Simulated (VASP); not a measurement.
# VRu: U from linear response, part 3 of 4

Wanted: U by linear response. The start is a cell from a database of measured crystal structures.

VASP 6.6.1, plane waves and PAW; the level of theory is named at each step.

Still holding for the runs below: The k-mesh is coarse for a metal.

So far. Step 4 (Shifted potential, relaxed density, alpha -0.2): The run ends at a pressure of -7.95 GPa, with forces up to 0.032 eV/Å.

### Step 5. Shifted potential, frozen density, alpha -0.1

Level of this step: PBEsol, with a shift of one shell's potential, spin-polarised from an antiferromagnetic start; plane waves and PAW (V, V, Ru) (VASP).

INCAR reads:

```
SYSTEM = VRu
PREC = Accurate
ENCUT = 350
EDIFF = 1E-06
NELM = 150
ISMEAR = 1
SIGMA = 0.05
LREAL = .FALSE.
ALGO = Normal
GGA = PS
NBANDS = 100
ISPIN = 2
MAGMOM = 2 -2 2 -2 2 -2 2 -2 0 0 0 0 0 0 0 0
LASPH = .TRUE.
LMAXMIX = 4
LORBIT = 11
LWAVE = .FALSE.
LCHARG = .FALSE.
KPAR = 2
NCORE = 2
AMIX = 0.2
BMIX = 1E-04
AMIX_MAG = 0.8
BMIX_MAG = 1E-04
LDAU = .TRUE.
LDAUTYPE = 3
LDAUL = 2 -1 -1
LDAUU = -0.1 0 0
LDAUJ = -0.1 0 0
ICHARG = 11
```

POSCAR reads:

```
VRu
1.0
    5.9800000000      0.0000000000      0.0000000000
    0.0000000000      5.9800000000      0.0000000000
    0.0000000000      0.0000000000      5.9800000000
V V Ru
1 7 8
Direct
    0.2500000000      0.2500000000      0.2500000000
    0.2500000000      0.2500000000      0.7500000000
    0.2500000000      0.7500000000      0.2500000000
    0.2500000000      0.7500000000      0.7500000000
    0.7500000000      0.2500000000      0.2500000000
    0.7500000000      0.2500000000      0.7500000000
    0.7500000000      0.7500000000      0.2500000000
    0.7500000000      0.7500000000      0.7500000000
    0.0000000000      0.0000000000      0.0000000000
    0.0000000000      0.0000000000      0.5000000000
    0.0000000000      0.5000000000      0.0000000000
    0.0000000000      0.5000000000      0.5000000000
    0.5000000000      0.0000000000      0.0000000000
    0.5000000000      0.0000000000      0.5000000000
    0.5000000000      0.5000000000      0.0000000000
    0.5000000000      0.5000000000      0.5000000000
```

KPOINTS reads:

```
Automatic mesh
0
Gamma
3 3 3
0 0 0
```

PAW data sets: V, V and Ru (PBE family, release 64).

The run starts from files that an earlier step left in the folder.

The run is started by

```bash
mpirun -np 4 vasp_std
```

Log:

```text
[... set-up lines as in an earlier step ...]
 entering main loop
       N       E                     dE             d eps       ncg     rms          rms(c)
DAV:   1    -0.161268485247E+03   -0.16127E+03   -0.10100E-02  4324   0.420E-01
DAV:   2    -0.161268553857E+03   -0.68610E-04   -0.68610E-04  2512   0.954E-02
DAV:   3    -0.161268554695E+03   -0.83739E-06   -0.83791E-06  3316   0.820E-03
   1 F= -.16126855E+03 E0= -.16126725E+03  d E =-.392013E-02  mag=    -0.0001
```

Run time: 11 s. Hardware: 4 MPI ranks of Intel Xeon Platinum 8488C (Sapphire Rapids), shared host; peak memory 0.81 GiB; 42 s of CPU time.

Parts of OUTCAR (step 5):

```text
   NELECT =     104.0000    total number of electrons

 E-fermi :  10.0554

 spin component 1
 k-point     1 :       0.0000    0.0000    0.0000
  band No.  band energies     occupation
    ...
     47       9.6717      1.00000
     48       9.6717      1.00000
     49       9.6921      1.00000
     50       9.6921      1.00000
     51       9.6937      1.00000
     52      10.2103     -0.00005
     53      10.2103     -0.00005
     54      10.2103     -0.00005
     55      10.3011     -0.00000
     56      10.3011     -0.00000
    ...

 k-point     2 :       0.3333    0.0000    0.0000
  band No.  band energies     occupation
    ...
     49       9.4265      1.00000
     50       9.6093      1.00000
     51       9.6094      1.00000
     52       9.8697      1.00000
     53       9.8698      1.00000
     54      10.1947     -0.00029
     55      10.1948     -0.00029
     56      10.2055     -0.00009
     57      10.2290     -0.00001
     58      10.2291     -0.00001
    ...

  Total      -10.3774945    -10.3774945    -10.3776465      0.0000000      0.0000000      0.0000000
  in kB      -77.7498471    -77.7498471    -77.7509857      0.0000000      0.0000000      0.0000000
  external PRESSURE =     -77.7502266 kB  Pullay stress =       0.0000000 kB

 POSITION                                       TOTAL-FORCE (eV/Angst)
 -----------------------------------------------------------------------------------
      1.49500      1.49500      1.49500         0.000000     -0.000000      0.000000
      1.49500      1.49500      4.48500         0.000000     -0.000000      0.000000
      1.49500      4.48500      1.49500         0.000000     -0.000000      0.000000
      1.49500      4.48500      4.48500         0.000000     -0.000000      0.000000
      4.48500      1.49500      1.49500         0.000000     -0.000000     -0.000000
      4.48500      1.49500      4.48500         0.000000     -0.000000     -0.000000
      4.48500      4.48500      1.49500         0.000000     -0.000000      0.000000
      4.48500      4.48500      4.48500         0.000000     -0.000000      0.000000
      0.00000      0.00000      0.00000        -0.040111     -0.040111     -0.040115
      0.00000      0.00000      2.99000        -0.040111     -0.040111      0.040115
      0.00000      2.99000      0.00000        -0.040111      0.040111     -0.040115
      0.00000      2.99000      2.99000        -0.040111      0.040111      0.040115
      2.99000      0.00000      0.00000         0.040111     -0.040111     -0.040115
      2.99000      0.00000      2.99000         0.040111     -0.040111      0.040115
      2.99000      2.99000      0.00000         0.040111      0.040111     -0.040115
      2.99000      2.99000      2.99000         0.040111      0.040111      0.040115
 -----------------------------------------------------------------------------------
    total drift:                                0.000000      0.000000      0.000000

  FREE ENERGIE OF THE ION-ELECTRON SYSTEM (eV)
  ---------------------------------------------------
  free  energy   TOTEN  =      -161.2685546947 eV

  energy  without entropy=     -161.2646345663  energy(sigma->0) =     -161.26724799

 magnetization (x)
# of ion       s       p       d       tot
------------------------------------------
    1        0.000   0.000   0.003   0.003
    2       -0.000  -0.000  -0.004  -0.004
    3        0.000   0.000   0.001   0.001
    4        0.000   0.000   0.000   0.001
    5        0.000   0.000   0.001   0.001
    6        0.000   0.000   0.000   0.001
    7       -0.000  -0.000  -0.003  -0.003
    8        0.000   0.000   0.002   0.002
    9        0.000   0.000   0.000   0.000
   10        0.000   0.000   0.000   0.000
   11        0.000   0.000   0.000   0.000
   12        0.000   0.000   0.000   0.000
   13        0.000   0.000   0.000   0.000
   14        0.000   0.000   0.000   0.000
   15        0.000   0.000   0.000   0.000
   16        0.000   0.000   0.000   0.000
--------------------------------------------------
tot          0.000   0.000   0.002   0.002

[... 10 parts as in an earlier step ...]

[... 12 further parts left out ...]
```

This step gave:

- electronic cycles: 3
- free energy (TOTEN): -161.2686 eV
- energy at zero smearing: -161.2672 eV

Energy at zero smearing: -161.26725 eV.

### Step 6. Shifted potential, relaxed density, alpha -0.1

INCAR, as its differences from that of step 5:

```diff
@@ -29,2 +29 @@
 LDAUJ = -0.1 0 0
-ICHARG = 11
```

POSCAR is that of step 5.

KPOINTS is that of step 5.

The run is started by

```bash
mpirun -np 4 vasp_std
```

Log:

```text
[... set-up lines as in an earlier step ...]
 entering main loop
       N       E                     dE             d eps       ncg     rms          rms(c)
DAV:   1    -0.161268512963E+03   -0.16127E+03   -0.10171E-02  4316   0.421E-01    0.864E-01
DAV:   2    -0.161373011955E+03   -0.10450E+00   -0.27069E-01  3568   0.323E+00    0.357E+00
DAV:   3    -0.161262180978E+03    0.11083E+00   -0.25104E-01  3488   0.299E+00    0.331E-01
DAV:   4    -0.161261619245E+03    0.56173E-03   -0.34483E-03  3624   0.356E-01    0.187E-01
DAV:   5    -0.161261480800E+03    0.13844E-03   -0.33631E-04  3192   0.131E-01    0.128E-01
DAV:   6    -0.161261467679E+03    0.13121E-04   -0.35560E-05  2936   0.560E-02    0.112E-01
DAV:   7    -0.161261458905E+03    0.87748E-05   -0.19656E-05  3080   0.455E-02    0.793E-02
DAV:   8    -0.161261460374E+03   -0.14693E-05   -0.19342E-05  3576   0.229E-02    0.223E-02
DAV:   9    -0.161261467794E+03   -0.74203E-05   -0.92456E-06  2680   0.212E-02    0.317E-02
DAV:  10    -0.161261468014E+03   -0.21941E-06   -0.27464E-06  1984   0.122E-02
   1 F= -.16126147E+03 E0= -.16126005E+03  d E =-.426226E-02  mag=     0.0058
```

Elapsed: 28 s, on 4 MPI ranks; peak memory 0.9 GiB.

OUTCAR, selected parts (step 6):

```text
   NELECT =     104.0000    total number of electrons

 E-fermi :  10.0500

 spin component 1
 k-point     1 :       0.0000    0.0000    0.0000
  band No.  band energies     occupation
    ...
     47       9.6746      1.00000
     48       9.6746      1.00000
     49       9.6758      1.00000
     50       9.6758      1.00000
     51       9.6770      1.00000
     52      10.2143     -0.00002
     53      10.2143     -0.00002
     54      10.2143     -0.00002
     55      10.3052     -0.00000
     56      10.3052     -0.00000
    ...

 k-point     2 :       0.3333    0.0000    0.0000
  band No.  band energies     occupation
    ...
     49       9.4235      1.00000
     50       9.6071      1.00000
     51       9.6071      1.00000
     52       9.8652      1.00000
     53       9.8652      1.00000
     54      10.1946     -0.00017
     55      10.1946     -0.00017
     56      10.2021     -0.00007
     57      10.2211     -0.00001
     58      10.2212     -0.00001
    ...

  Total      -10.7712452    -10.7712452    -10.7716435     -0.0000000     -0.0000000     -0.0000000
  in kB      -80.6998898    -80.6998898    -80.7028744     -0.0000000     -0.0000000     -0.0000000
  external PRESSURE =     -80.7008847 kB  Pullay stress =       0.0000000 kB

 POSITION                                       TOTAL-FORCE (eV/Angst)
 -----------------------------------------------------------------------------------
      1.49500      1.49500      1.49500         0.000000      0.000000     -0.000000
      1.49500      1.49500      4.48500         0.000000     -0.000000     -0.000000
      1.49500      4.48500      1.49500         0.000000      0.000000     -0.000000
      1.49500      4.48500      4.48500         0.000000      0.000000     -0.000000
      4.48500      1.49500      1.49500         0.000000     -0.000000     -0.000000
      4.48500      1.49500      4.48500         0.000000      0.000000     -0.000000
      4.48500      4.48500      1.49500         0.000000     -0.000000     -0.000000
      4.48500      4.48500      4.48500         0.000000     -0.000000     -0.000000
      0.00000      0.00000      0.00000        -0.009852     -0.009852     -0.008803
      0.00000      0.00000      2.99000        -0.009852     -0.009852      0.008803
      0.00000      2.99000      0.00000        -0.009852      0.009852     -0.008803
      0.00000      2.99000      2.99000        -0.009852      0.009852      0.008803
      2.99000      0.00000      0.00000         0.009852     -0.009852     -0.008803
      2.99000      0.00000      2.99000         0.009852     -0.009852      0.008803
      2.99000      2.99000      0.00000         0.009852      0.009852     -0.008803
      2.99000      2.99000      2.99000         0.009852      0.009852      0.008803
 -----------------------------------------------------------------------------------
    total drift:                                0.000000      0.000000      0.000000

  FREE ENERGIE OF THE ION-ELECTRON SYSTEM (eV)
  ---------------------------------------------------
  free  energy   TOTEN  =      -161.2614680135 eV

  energy  without entropy=     -161.2572057565  energy(sigma->0) =     -161.26004726

 magnetization (x)
# of ion       s       p       d       tot
------------------------------------------
    1        0.000   0.000   0.009   0.009
    2       -0.000  -0.000  -0.001  -0.001
    3        0.000   0.000   0.006   0.006
    4        0.000   0.000   0.005   0.006
    5        0.000   0.000   0.006   0.006
    6        0.000   0.000   0.005   0.006
    7       -0.000  -0.000  -0.001  -0.001
    8        0.000   0.000   0.008   0.009
    9        0.000   0.000   0.000   0.000
   10        0.000   0.000   0.000   0.000
   11        0.000   0.000   0.000   0.000
   12        0.000   0.000   0.000   0.000
   13        0.000   0.000   0.000   0.000
   14        0.000   0.000   0.000   0.000
   15        0.000   0.000   0.000   0.000
   16        0.000   0.000   0.000   0.000
--------------------------------------------------
tot          0.001   0.002   0.038   0.041

[... 9 parts as in an earlier step ...]

[... 13 further parts left out ...]
```

This step gave:

* electronic cycles: 10
* free energy (TOTEN): -161.2615 eV
* energy at zero smearing: -161.2600 eV
* Fermi energy: 10.05 eV
* moment of the cell, from the last line of the log: 0.0058 μB

The total moment is the log's last value; OUTCAR's line is one cycle older.

Energy at zero smearing: -161.26005 eV.

### Step 7. Shifted potential, frozen density, alpha 0.1

INCAR, as its differences from that of step 6:

```diff
@@ -27,3 +27,4 @@
 LDAUL = 2 -1 -1
-LDAUU = -0.1 0 0
-LDAUJ = -0.1 0 0
+LDAUU = 0.1 0 0
+LDAUJ = 0.1 0 0
+ICHARG = 11
```

POSCAR is that of step 6.

KPOINTS is that of step 6.

The run starts from files that an earlier step left in the folder.

The run is started by

```bash
mpirun -np 4 vasp_std
```

Log:

```text
[... set-up lines as in an earlier step ...]
 entering main loop
       N       E                     dE             d eps       ncg     rms          rms(c)
DAV:   1    -0.161971954793E+03   -0.16197E+03   -0.11062E-02  4352   0.420E-01
DAV:   2    -0.161972025189E+03   -0.70396E-04   -0.70396E-04  2496   0.953E-02
DAV:   3    -0.161972026030E+03   -0.84115E-06   -0.84050E-06  3332   0.827E-03
   1 F= -.16197203E+03 E0= -.16197053E+03  d E =-.447954E-02  mag=    -0.0001
```

It took 11 s on 4 MPI ranks; peak memory 0.79 GiB; 44 s of CPU time.

OUTCAR, selected parts (step 7):

```text
  Total      -11.2690305    -11.2690305    -11.2691709      0.0000000      0.0000000     -0.0000000
  in kB      -84.4293773    -84.4293773    -84.4304290      0.0000000      0.0000000     -0.0000000
  external PRESSURE =     -84.4297279 kB  Pullay stress =       0.0000000 kB

 POSITION                                       TOTAL-FORCE (eV/Angst)
 -----------------------------------------------------------------------------------
      1.49500      1.49500      1.49500         0.000000     -0.000000      0.000000
      1.49500      1.49500      4.48500         0.000000     -0.000000      0.000000
      1.49500      4.48500      1.49500         0.000000     -0.000000      0.000000
      1.49500      4.48500      4.48500         0.000000     -0.000000      0.000000
      4.48500      1.49500      1.49500         0.000000     -0.000000     -0.000000
      4.48500      1.49500      4.48500        -0.000000     -0.000000     -0.000000
      4.48500      4.48500      1.49500         0.000000     -0.000000      0.000000
      4.48500      4.48500      4.48500         0.000000     -0.000000      0.000000
      0.00000      0.00000      0.00000         0.041658      0.041658      0.041656
      0.00000      0.00000      2.99000         0.041658      0.041658     -0.041656
      0.00000      2.99000      0.00000         0.041658     -0.041658      0.041656
      0.00000      2.99000      2.99000         0.041658     -0.041658     -0.041656
      2.99000      0.00000      0.00000        -0.041658      0.041658      0.041656
      2.99000      0.00000      2.99000        -0.041658      0.041658     -0.041656
      2.99000      2.99000      0.00000        -0.041658     -0.041658      0.041656
      2.99000      2.99000      2.99000        -0.041658     -0.041658     -0.041656
 -----------------------------------------------------------------------------------
    total drift:                                0.000000      0.000000      0.000000

  FREE ENERGIE OF THE ION-ELECTRON SYSTEM (eV)
  ---------------------------------------------------
  free  energy   TOTEN  =      -161.9720260305 eV

  energy  without entropy=     -161.9675464882  energy(sigma->0) =     -161.97053285

 magnetization (x)
# of ion       s       p       d       tot
------------------------------------------
    1        0.000   0.000   0.003   0.003
    2       -0.000  -0.000  -0.004  -0.004
    3        0.000   0.000   0.001   0.001
    4        0.000   0.000   0.000   0.000
    5        0.000   0.000   0.001   0.001
    6        0.000   0.000   0.000   0.000
    7       -0.000  -0.000  -0.004  -0.004
    8        0.000   0.000   0.002   0.002
    9       -0.000  -0.000  -0.000  -0.000
   10       -0.000  -0.000  -0.000  -0.000
   11       -0.000  -0.000  -0.000  -0.000
   12       -0.000  -0.000  -0.000  -0.000
   13       -0.000  -0.000  -0.000  -0.000
[...]
--------------------------------------------------
tot         -0.000  -0.000  -0.002  -0.002

[... 2 parts as in an earlier step ...]

[... 1 further part left out ...]
[key lines of the parts left out:]
E-fermi :  10.0359
```

Energy at zero smearing: -161.97053 eV.

### Step 8. Shifted potential, relaxed density, alpha 0.1

INCAR, as its differences from that of step 7:

```diff
@@ -29,2 +29 @@
 LDAUJ = 0.1 0 0
-ICHARG = 11
```

POSCAR is that of step 7.

KPOINTS is that of step 7.

The run is started by

```bash
mpirun -np 4 vasp_std
```

Log:

```text
[... set-up lines as in an earlier step ...]
 entering main loop
       N       E                     dE             d eps       ncg     rms          rms(c)
DAV:   1    -0.161971928168E+03   -0.16197E+03   -0.10989E-02  4360   0.418E-01    0.848E-01
DAV:   2    -0.162066992187E+03   -0.95064E-01   -0.30128E-01  3512   0.328E+00    0.321E+00
DAV:   3    -0.161966919707E+03    0.10007E+00   -0.18456E-01  3656   0.253E+00    0.473E-01
DAV:   4    -0.161965181410E+03    0.17383E-02   -0.53456E-03  3656   0.451E-01    0.183E-01
[...]
DAV:   8    -0.161965018142E+03    0.27128E-05   -0.10957E-05  3088   0.222E-02    0.167E-02
DAV:   9    -0.161965021650E+03   -0.35081E-05   -0.36602E-06  2456   0.128E-02    0.235E-02
DAV:  10    -0.161965021980E+03   -0.33008E-06   -0.59708E-07  1360   0.513E-03
   1 F= -.16196502E+03 E0= -.16196358E+03  d E =-.433770E-02  mag=    -0.0092
```

The job ended after 28 s (4 MPI ranks; peak memory 0.9 GiB; 1.8 min of CPU time).

OUTCAR, selected parts (step 8):

```text
  Total      -11.1690247    -11.1690247    -11.1696892      0.0000000      0.0000000      0.0000000
  in kB      -83.6801178    -83.6801178    -83.6850964      0.0000000      0.0000000      0.0000000
  external PRESSURE =     -83.6817773 kB  Pullay stress =       0.0000000 kB

 POSITION                                       TOTAL-FORCE (eV/Angst)
 -----------------------------------------------------------------------------------
      1.49500      1.49500      1.49500         0.000000     -0.000000      0.000000
      1.49500      1.49500      4.48500         0.000000     -0.000000      0.000000
      1.49500      4.48500      1.49500         0.000000     -0.000000      0.000000
      1.49500      4.48500      4.48500         0.000000     -0.000000      0.000000
      4.48500      1.49500      1.49500         0.000000     -0.000000      0.000000
      4.48500      1.49500      4.48500         0.000000     -0.000000      0.000000
      4.48500      4.48500      1.49500         0.000000     -0.000000      0.000000
      4.48500      4.48500      4.48500         0.000000     -0.000000      0.000000
      0.00000      0.00000      0.00000         0.009256      0.009256      0.009783
      0.00000      0.00000      2.99000         0.009256      0.009256     -0.009783
      0.00000      2.99000      0.00000         0.009256     -0.009256      0.009783
      0.00000      2.99000      2.99000         0.009256     -0.009256     -0.009783
      2.99000      0.00000      0.00000        -0.009256      0.009256      0.009783
      2.99000      0.00000      2.99000        -0.009256      0.009256     -0.009783
      2.99000      2.99000      0.00000        -0.009256     -0.009256      0.009783
      2.99000      2.99000      2.99000        -0.009256     -0.009256     -0.009783
 -----------------------------------------------------------------------------------
    total drift:                                0.000000      0.000000      0.000000

  FREE ENERGIE OF THE ION-ELECTRON SYSTEM (eV)
  ---------------------------------------------------
  free  energy   TOTEN  =      -161.9650219803 eV

  energy  without entropy=     -161.9606842825  energy(sigma->0) =     -161.96357608

 magnetization (x)
# of ion       s       p       d       tot
------------------------------------------
    1        0.000   0.000   0.000   0.000
    2       -0.000  -0.000  -0.009  -0.009
    3       -0.000   0.000  -0.003  -0.003
    4       -0.000   0.000  -0.003  -0.003
    5       -0.000   0.000  -0.003  -0.003
    6       -0.000   0.000  -0.003  -0.003
    7       -0.000  -0.000  -0.009  -0.009
    8        0.000   0.000   0.000   0.000
    9       -0.000  -0.000  -0.000  -0.000
   10       -0.000  -0.000  -0.000  -0.000
   11       -0.000  -0.000  -0.000  -0.000
   12       -0.000  -0.000  -0.000  -0.000
   13       -0.000  -0.000  -0.000  -0.000
[...]
--------------------------------------------------
tot         -0.000  -0.002  -0.028  -0.030

[... 2 parts as in an earlier step ...]

[... 1 further part left out ...]
[key lines of the parts left out:]
E-fermi :  10.0388
```

The total moment is the log's last value; OUTCAR's line is one cycle older.

Energy at zero smearing: -161.96358 eV.

(Continued in part 4 of 4.)

[Lines on the potential files, build, host, timing and source positions are cut from VASP's logs without a mark.]

[Logs are printed without paths, hosts, clocks, repeated set-up lines and the standing remarks that a program may print on its own settings, such as how far it seeks lower states.]

[Hosts, paths, dates, database ids (printed as entryN), source tags and the programs' standing remarks are cut or masked in the printed files.]

[In band tables of VASP the shares of atoms and orbitals are scaled to a sum of 1 inside the atoms' spheres.]

[Runs that stopped without an error message from VASP are left out.]
